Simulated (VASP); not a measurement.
Input:

```
CELL_PARAMETERS angstrom
      0.00000     2.75144     2.75144
      2.75144     0.00000     2.75144
      2.75144     2.75144     0.00000
ATOMIC_POSITIONS crystal
  Ga 0.00000 0.00000 0.00000
  P  0.25000 0.25000 0.25000
```

The numbers are results of HSE06 screened hybrid with spin-orbit coupling, VASP's PBE PAW potentials (set 64) (plane waves; VASP), not measurements. Run with 350 eV cut-off, 6×6×6 Γ-centred mesh, Gaussian smearing of 0.050 eV, potentials Ga_d P.

Problem. Predict the energy per atom (σ→0), band gap (over the mesh, the named points and PBE's band edges) with the smallest direct gap where there is one.

Solution. 
```json
{
 "band gap (over the mesh, the named points and PBE's band edges)": "2.34 eV",
 "smallest direct gap (over the mesh, the named points and PBE's band edges)": "2.52 eV",
 "energy per atom (σ→0)": "-5.403 eV/atom"
}
```

Total energies compare only between runs with the same potentials, cut-off and functional.

The compound is GaP in the zinc blende structure. It was relaxed first.
